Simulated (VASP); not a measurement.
Consider the following.

```
CELL_PARAMETERS angstrom
      2.12551    -3.68149     0.00000
      2.12551     3.68149     0.00000
      0.00000     0.00000     6.93478
ATOMIC_POSITIONS crystal
  Cd 0.66667 0.33333 0.50000
  Cd 0.33333 0.66667 0.00000
  Se 0.66667 0.33333 0.87600
  Se 0.33333 0.66667 0.37600
```

The numbers are results of LDA (Ceperley-Alder, Perdew-Zunger) with spin-orbit coupling, VASP's LDA PAW potentials (set 64) (plane waves; VASP 6.6.1), not measurements. Settings: 400 eV cut-off, 6×6×3 Γ-centred mesh, Gaussian smearing of 0.050 eV, potentials Cd Se.

Task: What does the run give for the energy per atom (σ→0), band gap (over mesh and band path) with the smallest direct gap where there is one?

Result: 
| Property | Result |
|---|---|
| band gap (over mesh and band path) | 0.37 eV |
| smallest direct gap (over mesh and band path) | 0.37 eV |
| energy per atom (σ→0) | -3.402 eV/atom |

The compound is CdSe in the wurtzite structure. It was relaxed first.
